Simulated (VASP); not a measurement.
Set up this calculation in VASP 6.6.1, as the native input.

```
Task                   : relaxation of the atoms
Functional             : RPBE
Potentials or basis    : VASP PAW PBE potentials, release 64 (Bi_d, S)
Cutoff                 : 520 eV
k mesh                 : 7 × 7 × 7
Occupations            : gaussian, width 0.05 eV
Spin                   : no spin polarisation
Further INCAR settings : ALGO = Fast; EDIFF = 1e-06; IBRION = 2; EDIFFG = -0.02; NSW = 40
```

The structure of BiS lies in POSCAR:

```
BiS
1.0
    4.0029443400      0.0000000000      0.0000000000
    0.0000000000      4.0029443400      0.0000000000
    0.0000000000      0.0000000000      4.0029443400
Bi S
1 1
Direct
    0.5000000000      0.5000000000      0.5000000000
    0.0000000000      0.0000000000      0.0000000000
```

The cell was built by a generator and needn't be a form met in nature.

One way to write it, as run:

INCAR

```
PREC     = Accurate       # precision mode
ENCUT    = 520            # plane-wave cutoff, eV
EDIFF    = 1E-6           # SCF threshold, eV
ISMEAR   = 0              # smearing method
SIGMA    = 0.05           # smearing width, eV
LREAL    = F              # projectors in reciprocal space
LASPH    = T              # aspherical terms in the spheres
NELM     = 60             # most SCF steps
ALGO     = Fast           # electronic algorithm
ISIF     = 2              # what is computed and relaxed
LWAVE    = F              # write WAVECAR
LCHARG   = F              # write CHGCAR
GGA      = RP             # functional
IBRION   = 2              # ionic algorithm
NSW      = 40             # ionic steps
EDIFFG   = -0.02          # ionic threshold
```

KPOINTS

```
Automatic mesh
0
Gamma
  7 7 7
```

Potentials or basis: VASP PAW PBE potentials, release 64 (Bi_d, S).

Launch:

```sh
$ cat potpaw_PBE.64/Bi_d/POTCAR potpaw_PBE.64/S/POTCAR > POTCAR
$ mpirun -np 1 vasp_std > vasp.out
```

It gave:

```
Pressure after relaxing : -9.7 GPa
Band gap on the k mesh  : none (metal or under the smearing width)
```

Caveat: the relaxation stopped at its first step, so nothing moved; the PAW data sets were made with another functional, which shifts forces and pressure a little; spin-orbit coupling is left out, which moves the levels of the heavy elements.

Wall time 18 s on 1 thread of Intel(R) Xeon(R) Platinum 8259CL CPU @ 2.50GHz (Skylake/Cascade Lake) (shared host), peak memory 0.16 GiB.
